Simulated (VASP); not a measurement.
Output of a VASP run:

**OSZICAR**
```
       N       E                     dE             d eps       ncg     rms          rms(c)
DAV:   1     0.687834523571E+03    0.68783E+03   -0.42447E+04   608   0.107E+03
DAV:   2    -0.372897860814E+02   -0.72512E+03   -0.69774E+03   566   0.334E+02
DAV:   3    -0.888469738783E+02   -0.51557E+02   -0.50686E+02   602   0.818E+01
DAV:   4    -0.904872093241E+02   -0.16402E+01   -0.16273E+01   624   0.137E+01
DAV:   5    -0.905232376512E+02   -0.36028E-01   -0.35998E-01   622   0.206E+00    0.346E+01
DAV:   6    -0.892706922100E+02    0.12525E+01   -0.13732E+01   580   0.184E+01    0.149E+01
DAV:   7    -0.887210043188E+02    0.54969E+00   -0.68366E+00   568   0.136E+01    0.122E+01
DAV:   8    -0.883270748516E+02    0.39393E+00   -0.13214E+00   540   0.625E+00    0.780E-01
DAV:   9    -0.883258487643E+02    0.12261E-02   -0.10934E-01   640   0.111E+00    0.411E-01
DAV:  10    -0.883249494679E+02    0.89930E-03   -0.85600E-03   572   0.452E-01    0.177E-01
DAV:  11    -0.883247582041E+02    0.19126E-03   -0.89440E-04   640   0.133E-01    0.594E-02
DAV:  12    -0.883247668278E+02   -0.86237E-05   -0.14113E-04   556   0.541E-02    0.369E-02
DAV:  13    -0.883247646083E+02    0.22195E-05   -0.76699E-06   592   0.134E-02    0.207E-02
DAV:  14    -0.883247639820E+02    0.62632E-06   -0.29424E-06   388   0.865E-03
   1 F= -.88324764E+02 E0= -.88324764E+02  d E =-.396180E-14
```

OUTCAR:
```
------------------------ aborting loop because EDIFF is reached ----------------------------------------
  FORCE on cell =-STRESS in cart. coord.  units (eV):
  Direction    XX          YY          ZZ          XY          YZ          ZX
  --------------------------------------------------------------------------------------
  Total      -18.6295983    -18.6295983    -18.6295983     -0.0000000      0.0000000      0.0000000
  in kB     -159.2405848   -159.2405848   -159.2405848     -0.0000000      0.0000000      0.0000000
  external PRESSURE =    -159.2405848 kB  Pullay stress =       0.0000000 kB
  volume of cell :      187.44
      direct lattice vectors                 reciprocal lattice vectors
     5.722952000  0.000000000  0.000000000     0.174734997  0.000000000  0.000000000
     0.000000000  5.722952000  0.000000000     0.000000000  0.174734997  0.000000000
     0.000000000  0.000000000  5.722952000     0.000000000  0.000000000  0.174734997
 POSITION                                       TOTAL-FORCE (eV/Angst)
 -----------------------------------------------------------------------------------
      0.00000      2.86148      2.86148        -0.000000      0.000000      0.000000
      2.86148      2.86148      0.00000        -0.000000      0.000000      0.000000
      2.86148      0.00000      2.86148        -0.000000      0.000000      0.000000
      0.00000      0.00000      0.00000        -0.000000      0.000000      0.000000
      2.22165      0.63983      5.08313        -0.170258      0.170258     -0.170258
      3.50130      5.08313      0.63983         0.170258     -0.170258      0.170258
      0.63983      5.08313      2.22165         0.170258     -0.170258     -0.170258
      5.08313      0.63983      3.50130        -0.170258      0.170258      0.170258
      5.08313      2.22165      0.63983        -0.170258     -0.170258      0.170258
      0.63983      3.50130      5.08313         0.170258      0.170258     -0.170258
      3.50130      3.50130      3.50130         0.170258      0.170258      0.170258
      2.22165      2.22165      2.22165        -0.170258     -0.170258     -0.170258
 -----------------------------------------------------------------------------------
    total drift:                               -0.000000     -0.000000     -0.000000
  FREE ENERGIE OF THE ION-ELECTRON SYSTEM (eV)
  ---------------------------------------------------
  free  energy   TOTEN  =       -88.3247639820 eV

  energy  without entropy=      -88.3247639820  energy(sigma->0) =      -88.32476398
```
(Selected blocks of OUTCAR.)

### POSCAR
```
RuS2
1
    5.7229520000     0.0000000000     0.0000000000
    0.0000000000     5.7229520000     0.0000000000
    0.0000000000     0.0000000000     5.7229520000
Ru S
4 8
Direct
  0.0000000000   0.5000000000   0.5000000000
  0.5000000000   0.5000000000   0.0000000000
  0.5000000000   0.0000000000   0.5000000000
  0.0000000000   0.0000000000   0.0000000000
  0.3882000000   0.1118000000   0.8882000000
  0.6118000000   0.8882000000   0.1118000000
  0.1118000000   0.8882000000   0.3882000000
  0.8882000000   0.1118000000   0.6118000000
  0.8882000000   0.3882000000   0.1118000000
  0.1118000000   0.6118000000   0.8882000000
  0.6118000000   0.6118000000   0.6118000000
  0.3882000000   0.3882000000   0.3882000000
```

Task: Reconstruct the remaining input files.

Result: Several could match; the one computed here: the input of the run itself, LDA (Ceperley-Alder, Perdew-Zunger), plane waves, VASP's LDA PAW potentials (set 64).

### INCAR
```
! general
SYSTEM  = RuS2
PREC    = Accurate
ENCUT   = 300
LREAL   = .FALSE.
LASPH   = .TRUE.

! electronic loop
EDIFF   = 1E-6
NELM    = 100
ALGO    = Normal
LMAXMIX = 4

! smearing
ISMEAR  = 0
SIGMA   = 0.05

! ions
ISIF    = 2

! output
LWAVE   = .FALSE.
LCHARG  = .FALSE.
```

### KPOINTS
```
Automatic mesh
0
gamma
  3 3 3
0.5 0.5 0.5
```

POTCAR, in this order: Ru_pv S (LDA.64 set). Program: vasp_std.

At this cut-off the stress carries a Pulay error, which pulls relaxed volumes low.

The structure comes from a computed database's RuS2 entry; how it stands against other phases isn't given here. The cell was not relaxed at this level. The run is one of a series of settings (GGA removed, POTCAR Ru_pv S (LDA.64 set) against the base run), some of them coarse on purpose.
